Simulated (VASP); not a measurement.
Energy against volume of Cu$_{2}$O (cuprite). All values below come from RPBE GGA, VASP's PBE PAW potentials (set 64) (plane waves; VASP). Run with 520 eV cut-off, 5×5×5 Γ-centred mesh, Gaussian smearing of 0.050 eV, potentials Cu O.

| V (Å³/atom) | E (eV/atom) |
|---|---|
| 13.015 | -4.10948 |
| 13.430 | -4.12301 |
| 13.846 | -4.12753 |
| 14.261 | -4.12453 |

**Question.** Fit these four points and predict the energy of the run at 14.676 Å³/atom.

**Answer.** A cubic in V^(−2/3), the third-order Birch-Murnaghan form, passes through the four points with V0 = 13.88 Å³/atom and B0 = 95 GPa, and gives -4.1153 eV/atom there. The run gave -4.1151 eV/atom, +0.1 meV/atom from the fit; all five points give B0 = 96 GPa.

The compound is Cu2O in the cuprite structure. It was relaxed first, which changed the volume by +7 %.
